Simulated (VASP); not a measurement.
A VASP calculation is set up with these files.

**KPOINTS**
```
Automatic mesh
0
Gamma
7 7 7
0 0 0
```

### INCAR
```
SYSTEM=In2Au
PREC=Accurate; ENCUT=400; LREAL=.FALSE.
LASPH=.TRUE.
EDIFF=1E-2; NELM=100; ALGO=Normal
LMAXMIX=6
ISMEAR=1; SIGMA=0.1
GGA=PE
ISIF=2
LWAVE=.FALSE.; LCHARG=.FALSE.
```

### POSCAR
```
In2Au
1
    0.0000000000     3.2879900000     3.2879900000
    3.2879900000     0.0000000000     3.2879900000
    3.2879900000     3.2879900000     0.0000000000
In Au
2 1
Direct
  0.7500000000   0.7500000000   0.7500000000
  0.2500000000   0.2500000000   0.2500000000
  0.0000000000   0.0000000000   0.0000000000
```

POTCAR, in this order: In_d Au (PBE.64 set). Program: vasp_std.

Q: Translate this PBE calculation to Quantum ESPRESSO's pw.x.

A: One equivalent input (not run):
```
&CONTROL
  calculation = 'scf'
  pseudo_dir = './pseudo'
  outdir = './out'
  tprnfor = .true.
  tstress = .true.
/
&SYSTEM
  ibrav = 0
  nat = 3
  ntyp = 2
  ecutwfc = 76
  occupations = 'smearing'
  smearing = 'methfessel-paxton'
  degauss = 0.00735
  input_dft = 'pbe'
/
&ELECTRONS
  conv_thr = 0.00073
  electron_maxstep = 100
/
ATOMIC_SPECIES
  In 114.818 In.upf
  Au 196.967 Au.upf
CELL_PARAMETERS angstrom
     0.0000000    3.2879900    3.2879900
     3.2879900    0.0000000    3.2879900
     3.2879900    3.2879900    0.0000000
ATOMIC_POSITIONS crystal
  In   0.7500000  0.7500000  0.7500000
  In   0.2500000  0.2500000  0.2500000
  Au   0.0000000  0.0000000  0.0000000
K_POINTS automatic
  7 7 7 0 0 0
```
Limits of the translation: the potentials are each code's own (VASP's PAW set, PseudoDojo norm-conserving files in pw.x), so ENCUT and ecutwfc are chosen apart and not converted; conv_thr bounds pw.x's estimated SCF error, while EDIFF bounds the energy change between steps.

The structure comes from a computed database's In2Au entry (Fm-3m); how it stands against other phases isn't given here. The cell was not relaxed at this level. The run is one of a series of settings (EDIFF = 1E-2 against the base run), some of them coarse on purpose.
